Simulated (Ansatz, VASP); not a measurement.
# KTaO3: VASP beside Ansatz, part 2 of 2

Wanted: the spread between two codes on one cell, functional and k mesh. The cell is taken from a series of runs on this material, whose earlier steps may have relaxed, scaled, displaced or heated it; both programs get it as it stands.

VASP 6.6.1 and Ansatz 0.2.0.

So far: The starting structure; Ansatz: relaxation of cell and atoms, PBE.

**3. VASP: relaxation of cell and atoms, PBE**

Level of this step: PBE; plane waves and PAW (O, K_sv, Ta_pv) (VASP).

The same cell, functional and mesh now go to VASP, with its own data sets.

Lines of VASP's logs that name or quote its potential files are left out, and so is its time.

Input file INCAR:

```
SYSTEM = KTaO3
PREC = Accurate
ENCUT = 600
EDIFF = 1E-07
NELM = 120
ISMEAR = 0
SIGMA = 0.01
LREAL = .FALSE.
ALGO = Normal
GGA = PE
NBANDS = 25
LASPH = .TRUE.
LORBIT = 11
LWAVE = .FALSE.
LCHARG = .FALSE.
ISIF = 3
IBRION = 2
NSW = 80
EDIFFG = -0.005
GGA_COMPAT = .FALSE.
NELMIN = 4
EFERMI = MIDGAP
KPAR = 2
```

Input file POSCAR:

```
KTaO3
1.0
    4.0232000000      0.0000000000      0.0000000000
    0.0000000000      4.0232000000      0.0000000000
    0.0000000000      0.0000000000      4.0232000000
O K Ta
3 1 1
Direct
    0.5000000000      0.0000000000      0.0000000000
    0.0000000000      0.5000000000      0.0000000000
    0.0000000000      0.0000000000      0.5000000000
    0.5000000000      0.5000000000      0.5000000000
    0.0000000000      0.0000000000      0.0000000000
```

Input file KPOINTS:

```
Automatic mesh
0
Gamma
8 8 8
0 0 0
```

PAW data sets: O, K_sv and Ta_pv (PBE family, release 64).

Run with:

```sh
$ mpirun -np 2 vasp_std
```

Numbers of over 12 decimals in the logs are rounded to 6 here.

What it wrote:

```text
[banner, memory and clock lines left out]
running    2 mpi-ranks, on    1 nodes
 distrk:  each k-point on    1 cores,    2 groups
 distr:  one band on    1 cores,    1 groups

 POSCAR found type information on POSCAR O K Ta
 POSCAR found :  3 types and       5 ions
 LDA part: xc-table for (Slater+PW92), standard interpolation
 POSCAR, INCAR and KPOINTS ok, starting setup
 FFT: planning ... GRIDC
 FFT: planning ... GRID_SOFT
 FFT: planning ... GRID
 WAVECAR not read
 entering main loop
       N       E                     dE             d eps       ncg     rms          rms(c)
DAV:   1     0.355301536285E+03    0.35530E+03   -0.22667E+04  1750   0.169E+03
DAV:   2    -0.282299426959E+02   -0.38353E+03   -0.37439E+03  2080   0.456E+02
DAV:   3    -0.489145475698E+02   -0.20685E+02   -0.20608E+02  2460   0.102E+02
DAV:   4    -0.497338275977E+02   -0.81928E+00   -0.81845E+00  2920   0.127E+01
DAV:   5    -0.497379641079E+02   -0.41365E-02   -0.41362E-02  2381   0.925E-01    0.323E+01
DAV:   6    -0.412773774937E+02    0.84606E+01   -0.40696E+01  2420   0.426E+01    0.125E+01
DAV:   7    -0.411447972705E+02    0.13258E+00   -0.23961E+00  2226   0.955E+00    0.873E+00
DAV:   8    -0.410949216470E+02    0.49876E-01   -0.46817E-01  2316   0.585E+00    0.266E+00
DAV:   9    -0.410766269504E+02    0.18295E-01   -0.39410E-02  2283   0.158E+00    0.441E-01
DAV:  10    -0.410751268059E+02    0.15001E-02   -0.13242E-02  2431   0.746E-01    0.103E-01
DAV:  11    -0.410751409939E+02   -0.14188E-04   -0.92922E-04  2379   0.202E-01    0.307E-02
DAV:  12    -0.410751671448E+02   -0.26151E-04   -0.95284E-05  2256   0.839E-02    0.104E-02
DAV:  13    -0.410751666712E+02    0.47356E-06   -0.10098E-05  2355   0.269E-02    0.351E-03
DAV:  14    -0.410751668112E+02   -0.13997E-06   -0.10264E-06  2329   0.755E-03    0.406E-03
DAV:  15    -0.410751667397E+02    0.71499E-07   -0.99900E-08  1703   0.272E-03
   1 F= -.41075167E+02 E0= -.41075167E+02  d E =-.410752E+02
 curvature:   0.00 expect dE= 0.000E+00 dE for cont linesearch  0.000E+00
 trial: gam= 0.00000 g(F)=  0.000E+00 g(S)=  0.163E-02 ort = 0.000E+00 (trialstep = 0.100E+01)
 search vector abs. value=  0.163E-02
 bond charge predicted
       N       E                     dE             d eps       ncg     rms          rms(c)
DAV:   1    -0.410848927240E+02   -0.97259E-02   -0.28280E-01  2055   0.480E+00    0.897E-01
DAV:   2    -0.410767934734E+02    0.80993E-02   -0.27373E-02  1941   0.116E+00    0.412E-01
DAV:   3    -0.410751578345E+02    0.16356E-02   -0.28300E-03  2412   0.490E-01    0.150E-01
DAV:   4    -0.410749708350E+02    0.18700E-03   -0.11223E-03  2592   0.203E-01    0.852E-02
DAV:   5    -0.410749797235E+02   -0.88885E-05   -0.60026E-05  2882   0.474E-02    0.245E-02
DAV:   6    -0.410749775606E+02    0.21630E-05   -0.19543E-05  2906   0.267E-02    0.734E-03
DAV:   7    -0.410749766641E+02    0.89642E-06   -0.70475E-07  2286   0.557E-03    0.150E-03
DAV:   8    -0.410749763743E+02    0.28986E-06   -0.24310E-08  1503   0.126E-03    0.557E-04
DAV:   9    -0.410749763953E+02   -0.21007E-07   -0.76049E-09  1113   0.596E-04
   2 F= -.41074976E+02 E0= -.41074976E+02  d E =0.190344E-03
 trial-energy change:    0.000190  1 .order    0.000177   -0.001630    0.001984
 step:   0.4455(harm=  0.4511)  dis= 0.00000  next Energy=   -41.075529 (dE=-0.362E-03)
 bond charge predicted
       N       E                     dE             d eps       ncg     rms          rms(c)
DAV:   1    -0.410785674018E+02   -0.35910E-02   -0.86957E-02  2036   0.266E+00    0.497E-01
DAV:   2    -0.410760653036E+02    0.25021E-02   -0.84411E-03  1949   0.642E-01    0.227E-01
DAV:   3    -0.410755620661E+02    0.50324E-03   -0.87616E-04  2424   0.272E-01    0.805E-02
DAV:   4    -0.410755120463E+02    0.50020E-04   -0.33614E-04  2585   0.111E-01    0.461E-02
DAV:   5    -0.410755238278E+02   -0.11782E-04   -0.18496E-05  2861   0.263E-02    0.130E-02
DAV:   6    -0.410755274128E+02   -0.35849E-05   -0.56947E-06  2890   0.145E-02    0.416E-03
DAV:   7    -0.410755282141E+02   -0.80132E-06   -0.21933E-07  2065   0.314E-03    0.748E-04
DAV:   8    -0.410755283600E+02   -0.14595E-06   -0.83965E-09  1211   0.799E-04    0.282E-04
DAV:   9    -0.410755283516E+02    0.84792E-08   -0.23836E-09  1000   0.327E-04
   3 F= -.41075528E+02 E0= -.41075528E+02  d E =-.361612E-03
 curvature:  -0.23 expect dE=-0.173E-07 dE for cont linesearch -0.173E-07
 trial: gam=-0.00681 g(F)=  0.505E-66 g(S)=  0.767E-07 ort = 0.112E-04 (trialstep = 0.889E+00)
 search vector abs. value=  0.104E-09
 reached required accuracy - stopping structural energy minimisation
```

Parts of OUTCAR (step 3):

```text
ion  position               nearest neighbor table
   1  0.500  0.000  0.000-   5 2.01   5 2.01   4 2.84   4 2.84   4 2.84   4 2.84
   2  0.000  0.500  0.000-   5 2.01   5 2.01   4 2.84   4 2.84   4 2.84   4 2.84
   3  0.000  0.000  0.500-   5 2.01   5 2.01   4 2.84   4 2.84   4 2.84   4 2.84
   4  0.500  0.500  0.500-   1 2.84   2 2.84   3 2.84   1 2.84   2 2.84   1 2.84   3 2.84   1 2.84
                             2 2.84   3 2.84   2 2.84   3 2.84   5 3.48   5 3.48   5 3.48   5 3.48
   5  0.000  0.000  0.000-   1 2.01   2 2.01   3 2.01   3 2.01   2 2.01   1 2.01   4 3.48   4 3.48
                             4 3.48   4 3.48   4 3.48   4 3.48   4 3.48   4 3.48

  LATTYP: Found a simple cubic cell.
 ALAT       =     4.0232000000

 Subroutine GETGRP returns: Found 48 space group operations
 (whereof 48 operations were pure point group operations)

The static configuration has the point symmetry O_h .

 Found     35 irreducible k-points:

   k-points           NKPTS =     35   k-points in BZ     NKDIM =     35   number of bands    NBANDS=     25

   dimension x,y,z NGX =    32 NGY =   32 NGZ =   32
   dimension x,y,z NGXF=    64 NGYF=   64 NGZF=   64

   ENCUT  =  600.0 eV  44.10 Ry    6.64 a.u.   8.04  8.04  8.04*2*pi/ulx,y,z

   NELECT =      38.0000    total number of electrons

 k-points in reciprocal lattice and weights: Automatic mesh
   0.00000000  0.00000000  0.00000000       0.002
   0.12500000  0.00000000  0.00000000       0.012
   0.25000000  0.00000000  0.00000000       0.012
   0.37500000  0.00000000  0.00000000       0.012
   0.50000000  0.00000000  0.00000000       0.006
   0.12500000  0.12500000  0.00000000       0.023
   0.25000000  0.12500000  0.00000000       0.047
   0.37500000  0.12500000  0.00000000       0.047
   0.50000000  0.12500000  0.00000000       0.023
[...]
0.50000000  0.50000000  0.37500000       0.012
   0.50000000  0.50000000  0.50000000       0.002

 average (electrostatic) potential at core
       1 -72.0415       2 -72.0415       3 -72.0415       4 -32.9214       5 -41.1246

 E-fermi :   2.6589

 k-point     1 :       0.0000    0.0000    0.0000
  band No.  band energies     occupation
    ...
     15       0.5884      2.00000
     16       0.5884      2.00000
     17       0.9712      2.00000
     18       0.9712      2.00000
     19       0.9712      2.00000
     20       3.7150      0.00000
     21       3.7150      0.00000
     22       3.7150      0.00000
     23       7.9982      0.00000
     24       8.0318      0.00000
    ...

 k-point     2 :       0.1250    0.0000    0.0000
  band No.  band energies     occupation
    ...
     15       0.3546      2.00000
     16       0.5210      2.00000
     17       0.5488      2.00000
     18       0.8919      2.00000
     19       0.8919      2.00000
     20       3.7355      0.00000
     21       4.1801      0.00000
     22       4.1801      0.00000
     23       8.0388      0.00000
     24       8.2200      0.00000
    ...

 k-point     3 :       0.2500    0.0000    0.0000
  band No.  band energies     occupation
    ...
     15      -0.1380      2.00000
     16      -0.0250      2.00000
     17       0.3658      2.00000
     18       0.8192      2.00000
     19       0.8192      2.00000
     20       3.7860      0.00000
     21       5.1470      0.00000
     22       5.1470      0.00000
     23       8.0526      0.00000
     24       8.7668      0.00000
    ...

  Total        0.0016282      0.0016282      0.0016282     -0.0000000     -0.0000000      0.0000000
  in kB        0.0399381      0.0399381      0.0399381     -0.0000000     -0.0000000      0.0000000
  external PRESSURE =       0.0399381 kB  Pullay stress =       0.0000000 kB

  energy-cutoff  :      600.00
  volume of cell :       65.32
      direct lattice vectors                 reciprocal lattice vectors
     4.027304161 -0.000000000  0.000000000     0.248305060  0.000000000 -0.000000000
    -0.000000000  4.027304161 -0.000000000     0.000000000  0.248305060  0.000000000
     0.000000000 -0.000000000  4.027304161    -0.000000000  0.000000000  0.248305060

 POSITION                                       TOTAL-FORCE (eV/Angst)
 -----------------------------------------------------------------------------------
      2.01365     -0.00000      0.00000         0.000000      0.000000      0.000000
     -0.00000      2.01365     -0.00000         0.000000      0.000000      0.000000
      0.00000     -0.00000      2.01365         0.000000     -0.000000      0.000000
      2.01365      2.01365      2.01365        -0.000000     -0.000000      0.000000
      0.00000      0.00000      0.00000         0.000000      0.000000      0.000000
 -----------------------------------------------------------------------------------
    total drift:                                0.000000      0.000000     -0.000000

  FREE ENERGIE OF THE ION-ELECTRON SYSTEM (eV)
  ---------------------------------------------------
  free  energy   TOTEN  =       -41.0755283516 eV

  energy  without entropy=      -41.0755283516  energy(sigma->0) =      -41.07552835

 reached required accuracy - stopping structural energy minimisation

 total charge
# of ion       s       p       d       tot
------------------------------------------
    1        1.558   3.507   0.000   5.065
    2        1.558   3.507   0.000   5.065
    3        1.558   3.507   0.000   5.065
    4        1.961   5.605   0.045   7.610
    5        0.338   6.333   2.015   8.685
--------------------------------------------------
tot          6.971  22.460   2.059  31.490

[... 3 further parts left out ...]
```

**4. Differences**

Known differences besides the potentials themselves: fixed occupations in Ansatz, narrow Gaussian smearing in VASP; the data sets hold 40 valence electrons in Ansatz (on its PAW soft_1 files) and 38 in VASP; the cutoff is 420 eV in Ansatz and 600 eV in VASP; Ansatz adds a Pulay correction to the stress that steers its cell, VASP none. Total energies have different zeros and are not compared.

Both answers:

| quantity | Ansatz | VASP | difference |
| --- | --- | --- | --- |
| volume (Å³) | 65.12 | 65.32 | -0.31 % |
| edge a after relaxation, in the typed setting (Å) | 4.023 | 4.027 | -0.10 % |

**5. What came out**

| Quantity | Value |
| --- | --- |
| difference in volume (relaxation of cell and atoms, PBE) | -0.31 % |

In words: The difference in volume is -0.31 % (relaxation of cell and atoms, PBE), within the 1.2 % picked in this series as the mark of a large difference, as far as the stopping tolerances let one tell. The data sets hold unlike numbers of valence electrons (40 in Ansatz and 38 in VASP), so part of the differences comes from the potentials. Such differences can come from data sets, numerical settings and the points named under the comparisons, not from the functional's error against experiment.

[Lines on the potential files, build, host, timing and source positions are cut from VASP's logs without a mark.]

[Logs are printed without paths, hosts, clocks, repeated set-up lines and the standing remarks that a program may print on its own settings, such as how far it seeks lower states.]

[Hosts, paths, dates, database ids (printed as entryN), source tags and the programs' standing remarks are cut or masked in the printed files.]
